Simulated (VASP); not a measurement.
An input for Ansatz (written as the equivalent of a VASP run, and not itself run):

Ansatz 0.2 input:
```yaml
crystal:
  lattice:
    - [3.4539008, 0.0000000, 0.0000000]
    - [0.0000000, 3.4539008, 0.0000000]
    - [0.0000000, 0.0000000, 3.4539008]
  atoms:
    - { symbol: Cd, position: [0.0000000, 0.0000000, 0.0000000] }
    - { symbol: Te, position: [0.5000000, 0.5000000, 0.5000000] }
kpoints:
  mp_grid: { grid: [11, 11, 11] }
hamiltonian:
  xc: pbesol
  pseudopotentials: { kind: paw }
scf:
  occupations: { method: methfessel_paxton, width: 0.1 }
  max_iter: 100
relax:
  max_steps: 40
  f_tol: 0.02
  cell: { p_target: 20 }
output: { forces: true, stress: true, eigenvalues: true }
```

**Question.** Translate this input to VASP (INCAR, KPOINTS, POSCAR, choice of POTCAR).

**Answer.** One answer among several that fit: 
File POSCAR:
```
CdTe
1.0
  3.4539007904   0.0000000000   0.0000000000
  0.0000000000   3.4539007904   0.0000000000
  0.0000000000   0.0000000000   3.4539007904
Cd Te
1 1
Cartesian
  0.0000000000   0.0000000000   0.0000000000
  1.7269503952   1.7269503952   1.7269503952
```

File KPOINTS:
```
Automatic mesh
0
G
 11 11 11
```

### INCAR
```
! general
SYSTEM  = CdTe
PREC    = Accurate
ENCUT   = 500
LREAL   = .False.
LASPH   = .True.

! electronic loop
EDIFF   = 1E-6
NELM    = 100
ALGO    = Normal
LMAXMIX = 4

! smearing
ISMEAR  = 1
SIGMA   = 0.1

! functional
GGA     = PS

! ions
IBRION  = 2
NSW     = 40
ISIF    = 3
EDIFFG  = -0.02
PSTRESS = 200

! output
LWAVE   = .False.
LCHARG  = .False.
```

POTCAR, in this order: Cd Te (PBE.64 set). Program: vasp_std.

What does not carry over: each code has its own PAW files, so the cut-off isn't converted (ENCUT is set for VASP's; basis.ecutwfc is left out, and Ansatz then takes the one that its files recommend); Ansatz stops its SCF on the density residual and VASP on the energy change (EDIFF).

The structure was generated: CdTe was put into the CsCl type type (Pm-3m), which need not be its known phase. It was relaxed first under an external pressure of 20 GPa.
